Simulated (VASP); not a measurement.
# Al15CrN16 (a cell with a defect): single point with HSE06

The system is Al15CrN16 (a cell with a defect).

```xyz
32
Lattice="6.2200 0.0000 0.0000 -3.1100 5.3867 0.0000 0.0000 0.0000 9.9600" Properties=species:S:1:pos:R:3 pbc="T T T"
Cr    1.5571    0.8819    0.0452
Al    1.5574    0.8951    4.9380
Al   -0.0068    3.5767    9.9528
Al    0.0042    3.5946    4.9855
Al    4.6646    0.9230    9.9397
Al    4.6668    0.8970    4.9867
Al    3.1159    3.5698    9.9544
Al    3.1091    3.5940    4.9858
Al    0.0048    1.7963    2.5039
Al    0.0048    1.8011    7.4683
Al   -1.5523    4.4816    2.5025
Al   -1.5545    4.4849    7.4777
Al    3.1101    1.7979    2.5029
Al    3.1089    1.7992    7.4674
Al    1.5564    4.4927    2.4721
Al    1.5565    4.4948    7.4847
N     1.5595    0.8903    2.1156
N     1.5569    0.8951    6.8499
N     0.0013    3.5879    1.9096
N     0.0139    3.6026    6.8658
N     4.6672    0.9057    1.9000
N     4.6677    0.8919    6.8679
N     3.1128    3.5898    1.9103
N     3.0985    3.6010    6.8660
N    -0.0150    1.8059    4.4114
N    -0.0610    1.8404    9.3193
N    -1.5534    4.4660    4.4100
N    -1.5563    4.3827    9.3360
N     3.1296    1.8062    4.4111
N     3.1740    1.8403    9.3204
N     1.5567    4.4919    4.3755
N     1.5569    4.4945    9.3823
```

| Property | Result |
| --- | --- |
| Program | VASP 6.6.1 |
| Task | single point |
| Functional | HSE06 |
| Potentials or basis | VASP PAW PBE potentials, release 64 (Cr_pv, Al, N) |
| Cutoff | 450 eV |
| k mesh | 2 × 2 × 2 |
| Occupations | gaussian, width 0.03 eV |
| Spin | collinear spin, zero start |
| Fixed moment | 0 μB |

* Largest force: 0.254 eV/Å
* Net moment: 0.00 μB per cell
* Site moments: Cr +0.04; Al +0.00, -0.00; N -0.00, +0.00, +0.01 μB
* Valence electrons inside the program's atomic spheres: Cr 10.92; Al 0.88, 0.90, 0.89; N 3.87, 3.86, 3.88

Forces in eV/Å, atoms in the order of the input:
```
Cr   0.107 -0.049  0.009
Al   0.013 -0.001  0.054
Al  -0.112  0.085 -0.087
Al  -0.003 -0.012  0.030
Al   0.005  0.055 -0.023
Al  -0.002  0.013  0.029
Al   0.177  0.132 -0.124
Al   0.003 -0.016  0.027
Al  -0.029 -0.062 -0.026
Al  -0.068  0.012  0.081
Al   0.000  0.077 -0.019
Al  -0.021 -0.050  0.071
Al   0.014 -0.088 -0.017
Al   0.053  0.042  0.050
Al   0.006  0.036  0.004
Al   0.013 -0.017  0.027
N    0.126 -0.011 -0.072
N    0.001 -0.005  0.050
N    0.035 -0.026 -0.004
N   -0.007 -0.010 -0.040
N    0.012  0.004  0.059
N   -0.014 -0.020 -0.044
N   -0.039 -0.036  0.006
N    0.002 -0.005 -0.061
N    0.039 -0.007 -0.029
N   -0.159 -0.074 -0.143
N    0.002  0.012 -0.003
N   -0.164  0.028  0.032
N   -0.014  0.005  0.008
N    0.043  0.022  0.174
N    0.001  0.001  0.010
N   -0.019 -0.036 -0.026
```

It took 26 min on 4 MPI ranks on AMD EPYC 7R13 Processor (Zen 3) (shared host), peak memory 0.74 GiB a rank.

Caveat: the k mesh is coarse (spacing up to 0.58 Å⁻¹), so the values aren't converged, least of all with exact exchange; the PAW data sets were made with another functional, which shifts forces and pressure a little; the total moment is fixed, so each spin has its own Fermi level.
